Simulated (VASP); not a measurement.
Here is a VASP 6.6.1 calculation.

The input INCAR:

```
PREC = Accurate ; ENCUT = 520
EDIFF = 1E-7 ; ISMEAR = 0
SIGMA = 0.05 ; LREAL = False
LASPH = True ; NELM = 150
ALGO = Fast ; ISIF = 2
LWAVE = False ; LCHARG = False
ISPIN = 2 ; MAGMOM = 1.41 0
LORBIT = 11 ; LMAXMIX = 6
LDAU = True ; LDAUTYPE = 2
LDAUL = 3 -1 ; LDAUU = 5 0
LDAUJ = 0 0 ; LDAUPRINT = 1
GGA = CA ; NBANDS = 22
```

File KPOINTS:

```
regular mesh
0
Gamma
  5 5 5
```

The input POSCAR:

```
PmTe
1.0
    4.1812492200      0.0000000000      0.0000000000
   -2.0906246100      3.6210680400      0.0000000000
    0.0000000000      0.0000000000      4.0806920800
Pm Te
1 1
Direct
    0.0000000000      0.0000000000      0.0000000000
    0.6666666667      0.3333333333      0.5000000000
```

Potentials or basis: VASP PAW PBE potentials, release 64 (Pm, Te).

Command:

```sh
$ cat potpaw_PBE.64/Pm/POTCAR potpaw_PBE.64/Te/POTCAR > POTCAR
$ mpirun -np 1 vasp_std > vasp.out
```

**Question.** Predict the net moment.

**Answer.** 4.98 μB per cell.

**Question.** Estimate the pressure.

**Answer.** 3.7 GPa.

**Question.** What does it give for the band gap on the k mesh?

**Answer.** None (metal or under the smearing width).

Eigenvalues of the final occupation matrices:
```csv
site,spin,trace,eigenvalues
site 1 f,1,4.70,0.00 0.00 0.82 0.96 0.97 0.97 0.97
site 1 f,2,0.01,0.00 0.00 0.00 0.00 0.00 0.00 0.00
```

Caveat: the magnetic or orbital state may not be the lowest; the PAW data sets were made with another functional, which shifts forces and pressure a little; spin-orbit coupling is left out, which moves the levels of the heavy elements; the U is typed as a test and isn't derived for this compound. The state reached can hang on the start; a lower one may exist.
